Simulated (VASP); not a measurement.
Given:

```xyz
1
Lattice="-1.5863 1.5784 1.5784 1.5863 -1.5784 1.5784 1.5863 1.5784 -1.5784" Properties=species:S:1:pos:R:3 pbc="T T T"
W      0.0000     0.0000     0.0000
```

Calculation: r2SCAN meta-GGA, VASP's PBE PAW potentials (set 64) (plane waves; VASP). Run with 480 eV cut-off, 16×16×16 Γ-centred mesh, first-order Methfessel-Paxton smearing of 0.10 eV, potentials W_sv.

Unless said otherwise, spin-orbit coupling is left out, though it shifts the bands of the heavy elements here.

Q: Estimate the energy per atom (σ→0), pressure, band gap (on the k-mesh) with the smallest direct gap where there is one.

A: 
```json
{
  "band gap (on the k-mesh)": "none (metal, semimetal or under 0.01 eV)",
  "energy per atom (σ→0)": "-51.352 eV/atom",
  "pressure": "32.4 kbar"
}
```

The absolute energy has meaning only against runs of the same code, potentials and settings.

The compound is W in the bcc structure. This cell was strained or had an atom moved on purpose.
